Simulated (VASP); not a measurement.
Computed with PBE0 hybrid, VASP's PBE PAW potentials (set 64) (plane waves; VASP 6.6.1).

VASP ran on this input.

File KPOINTS:
```
Automatic mesh
0
Gamma
2 2 2
0.5 0.5 0.5
```

POSCAR:
```
PbF2
1
    0.0000000000     2.9307370000     2.9307370000
    2.9307370000     0.0000000000     2.9307370000
    2.9307370000     2.9307370000     0.0000000000
Pb F
1 2
Direct
  0.0000000000   0.0000000000   0.0000000000
  0.7500000000   0.7500000000   0.7500000000
  0.2500000000   0.2500000000   0.2500000000
```

INCAR:
```
SYSTEM = PbF2
PREC = Accurate
ENCUT = 400
EDIFF = 1E-6
NELM = 100
ALGO = Normal
LREAL = .FALSE.
LASPH = .TRUE.
ISMEAR = 0
SIGMA = 0.01
GGA = PE
AEXX = 0.25
HFRCUT = -1
LHFCALC = .TRUE.
PRECFOCK = Fast
ISYM = 3
LMAXMIX = 4
LWAVE = .FALSE.
LCHARG = .FALSE.
ISIF = 2
```

POTCAR, in this order: Pb_d F (PBE.64 set). Program: vasp_std.

Output of the run:

OUTCAR:
```
 ion  position               nearest neighbor table
   1  0.000  0.000  0.000-   2 2.54   3 2.54   2 2.54   2 2.54   3 2.54   2 2.54   3 2.54   3 2.54
  LATTYP: Found a face centered cubic cell.
 ALAT       =     5.8614740000
 Subroutine PRICEL returns:
 Original cell was already a primitive cell.
 Subroutine GETGRP returns: Found 48 space group operations
The static configuration has the point symmetry O_h .
The dynamic configuration has the point symmetry O_h .
 Subroutine INISYM returns: Found 48 space group operations
 Subroutine IBZKPT returns following result:
 Found      2 irreducible k-points:

 Following reciprocal coordinates:
            Coordinates               Weight
  0.250000  0.250000  0.250000      8.000000
 -0.250000  0.250000  0.250000     24.000000
 Subroutine IBZKPT_HF returns following result:
   k-points           NKPTS =      2   k-points in BZ     NKDIM =     32   number of bands    NBANDS=     18
   number of dos      NEDOS =    301   number of ions     NIONS =      3
   total plane-waves  NPLWV =  21952
   dimension x,y,z NGX =    28 NGY =   28 NGZ =   28
   dimension x,y,z NGXF=    56 NGYF=   56 NGZF=   56
   ions per type =               1   2
   PREC   = accura    normal or accurate (medium, high low for compatibility)
...
```

File OSZICAR:
```
       N       E                     dE             d eps       ncg     rms          rms(c)
DAV:   1    -0.238063898916E+04   -0.23806E+04   -0.13190E+04    72   0.151E+03
DAV:   2    -0.264223726704E+04   -0.26160E+03   -0.25330E+03    84   0.428E+02
DAV:   3    -0.266709420543E+04   -0.24857E+02   -0.24702E+02    96   0.150E+02
DAV:   4    -0.266756067900E+04   -0.46647E+00   -0.46634E+00    76   0.207E+01
DAV:   5    -0.213509971584E+02    0.26462E+04   -0.10169E+01    76   0.573E+01    0.853E+00
DAV:   6    -0.188662406933E+02    0.24848E+01   -0.85310E+00    94   0.279E+01    0.243E+00
DAV:   7    -0.191318527626E+02   -0.26561E+00   -0.16829E+00    74   0.936E+00    0.273E+00
DAV:   8    -0.190831711987E+02    0.48682E-01   -0.89321E-02    78   0.292E+00    0.132E+00
DAV:   9    -0.190745936712E+02    0.85775E-02   -0.63726E-02    72   0.221E+00    0.499E-01
DAV:  10    -0.190745517332E+02    0.41938E-04   -0.22784E-03    92   0.565E-01    0.287E-01
DAV:  11    -0.190743074174E+02    0.24432E-03   -0.16223E-03    80   0.391E-01    0.189E-01
DAV:  12    -0.190746883431E+02   -0.38093E-03   -0.62290E-04    72   0.221E-01    0.127E-01
DAV:  13    -0.190749394677E+02   -0.25112E-03   -0.10767E-04    74   0.120E-01    0.760E-02
DAV:  14    -0.190750854138E+02   -0.14595E-03   -0.48616E-05    74   0.807E-02    0.444E-02
DAV:  15    -0.190751652237E+02   -0.79810E-04   -0.18988E-05    72   0.473E-02    0.274E-02
DAV:  16    -0.190752073352E+02   -0.42112E-04   -0.93767E-06    72   0.299E-02    0.177E-02
DAV:  17    -0.190752292494E+02   -0.21914E-04   -0.44230E-06    76   0.195E-02    0.115E-02
DAV:  18    -0.190752404254E+02   -0.11176E-04   -0.20426E-06    64   0.130E-02    0.747E-03
DAV:  19    -0.190752460628E+02   -0.56374E-05   -0.10659E-06    64   0.931E-03    0.486E-03
DAV:  20    -0.190752488952E+02   -0.28324E-05   -0.53127E-07    60   0.632E-03    0.320E-03
DAV:  21    -0.190752503136E+02   -0.14183E-05   -0.26974E-07    56   0.434E-03    0.213E-03
DAV:  22    -0.190752510215E+02   -0.70791E-06   -0.13562E-07    56   0.310E-03
   1 F= -.19075251E+02 E0= -.19075251E+02  d E =-.178128E-22
```

**OUTCAR**
```
------------------------ aborting loop because EDIFF is reached ----------------------------------------
  FORCE on cell =-STRESS in cart. coord.  units (eV):
  Direction    XX          YY          ZZ          XY          YZ          ZX
  --------------------------------------------------------------------------------------
  Total       -0.9622208     -0.9622208     -0.9622208      0.0000000      0.0000000      0.0000000
  in kB      -30.6213820    -30.6213820    -30.6213820      0.0000000      0.0000000      0.0000000
  external PRESSURE =     -30.6213820 kB  Pullay stress =       0.0000000 kB
  volume of cell :       50.35
      direct lattice vectors                 reciprocal lattice vectors
     0.000000000  2.930737000  2.930737000    -0.170605551  0.170605551  0.170605551
     2.930737000  0.000000000  2.930737000     0.170605551 -0.170605551  0.170605551
     2.930737000  2.930737000  0.000000000     0.170605551  0.170605551 -0.170605551
 POSITION                                       TOTAL-FORCE (eV/Angst)
 -----------------------------------------------------------------------------------
      0.00000      0.00000      0.00000        -0.000000      0.000000     -0.000000
      4.39611      4.39611      4.39611        -0.000000     -0.000000     -0.000000
      1.46537      1.46537      1.46537         0.000000      0.000000      0.000000
 -----------------------------------------------------------------------------------
    total drift:                                0.000000      0.000000      0.000000
  FREE ENERGIE OF THE ION-ELECTRON SYSTEM (eV)
  ---------------------------------------------------
  free  energy   TOTEN  =       -19.0752510215 eV

  energy  without entropy=      -19.0752510215  energy(sigma->0) =      -19.07525102

  exchange ACFDT corr.  =         0.00000000  see jH, gK, PRB 81, 115126
```
(Selected blocks of OUTCAR.)

### OUTCAR
```
 val. band max:        0.8307170683   @ k =  -0.2500   0.2500   0.2500

 cond. band min:       8.2167091072   @ k =  -0.2500   0.2500   0.2500


 Fermi energy:         0.8992129863

 k-point     1 :       0.2500    0.2500    0.2500
  band No.  band energies     occupation
      1     -22.5396      2.00000
      2     -22.0732      2.00000
      3     -14.6715      2.00000
      4     -14.6715      2.00000
      5     -14.5897      2.00000
      6     -14.5897      2.00000
      7     -14.5663      2.00000
      8      -4.8171      2.00000
      9      -2.7287      2.00000
     10      -2.5473      2.00000
     11      -2.5473      2.00000
     12      -1.9924      2.00000
     13      -1.9924      2.00000
     14      -0.2246      2.00000
     15       8.5500      0.00000
     16      10.4879      0.00000
     17      10.4879      0.00000
     18      16.2343      0.00000

 k-point     2 :      -0.2500    0.2500    0.2500
  band No.  band energies     occupation
      1     -22.3518      2.00000
      2     -22.2302      2.00000
      3     -14.6271      2.00000
      4     -14.6224      2.00000
      5     -14.5713      2.00000
      6     -14.5670      2.00000
      7     -14.4687      2.00000
      8      -5.8937      2.00000
      9      -3.3669      2.00000
     10      -3.2262      2.00000
     11      -2.0463      2.00000
     12      -1.6553      2.00000
     13      -1.6412      2.00000
     14       0.8307      2.00000
     15       8.2167      0.00000
     16      10.2362      0.00000
     17      11.1692      0.00000
     18      13.4971      0.00000
```

At this cut-off the stress carries a Pulay error, which pulls relaxed volumes low.  Unless said otherwise, spin-orbit coupling is left out, though it shifts the bands of the heavy elements here.

The structure comes from a computed database's PbF2 entry; how it stands against other phases isn't given here. The cell was not relaxed at this level. The k-mesh is coarse (spacing up to 0.93 per Å, 2π included), so the numbers may not be converged in it. The run is one of a series of settings (KPOINTS 2×2×2 Γ-centred mesh shifted by (0.5, 0.5, 0.5) against the base run), some of them coarse on purpose.
